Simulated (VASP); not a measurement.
Calculation: PBEsol GGA, VASP's PBE PAW potentials (set 64) (plane waves; VASP 6.6.1).

The input files of a VASP run:

### POSCAR
```
RuAl
1
    2.9900000000     0.0000000000     0.0000000000
    0.0000000000     2.9900000000     0.0000000000
    0.0000000000     0.0000000000     2.9900000000
Al Ru
1 1
Direct
  0.4975390000   0.4920570000   0.4945840000
  0.0024610000   0.0079430000   0.0054160000
```

**INCAR**
```
SYSTEM = RuAl
PREC = Accurate
ENCUT = 300
EDIFF = 1E-6
NELM = 100
ALGO = Normal
LREAL = .FALSE.
LASPH = .TRUE.
ISMEAR = 0
SIGMA = 0.05
GGA = PS
LMAXMIX = 4
LWAVE = .FALSE.
LCHARG = .FALSE.
ISIF = 2
```

File KPOINTS:
```
Automatic mesh
0
Gamma
7 7 7
```

POTCAR, in this order: Al Ru_pv (PBE.64 set). Program: vasp_std.

At this cut-off the stress carries a Pulay error, which pulls relaxed volumes low.

Problem. Predict the energy per atom (σ→0), pressure, largest force, band gap (on the k-mesh).

Solution. 
```yaml
energy per atom (σ→0): -7.754 eV/atom
band gap (on the k-mesh): none (metal, semimetal or under 0.01 eV)
pressure: -3.04 GPa
largest_force: 0.457 eV/Å
```

File OSZICAR:
```
...
DAV:   6    -0.156294366619E+02    0.68628E+00   -0.43092E+00  4444   0.233E+01    0.266E+00
DAV:   7    -0.155292144053E+02    0.10022E+00   -0.39934E-01  4448   0.722E+00    0.223E+00
DAV:   8    -0.155099115667E+02    0.19303E-01   -0.22062E-02  4524   0.141E+00    0.240E-01
DAV:   9    -0.155096070860E+02    0.30448E-03   -0.50187E-04  4904   0.207E-01    0.156E-01
DAV:  10    -0.155095930130E+02    0.14073E-04   -0.40172E-05  4796   0.720E-02    0.908E-03
DAV:  11    -0.155095912068E+02    0.18062E-05   -0.53090E-06  4640   0.268E-02    0.100E-02
DAV:  12    -0.155095910963E+02    0.11046E-06   -0.14940E-07  2284   0.397E-03
   1 F= -.15509591E+02 E0= -.15507577E+02  d E =-.402837E-02
```

The structure is a typed RuAl crystal. The cell was not relaxed at this level, atoms are displaced from their ideal sites. The k-mesh is coarse (spacing up to 0.30 per Å, 2π included), so the numbers may not be converged in it. The run is one of a series of settings (GGA = PS against the base run), some of them coarse on purpose. The electron count is odd and the run is not spin-polarised, which forces a metal.
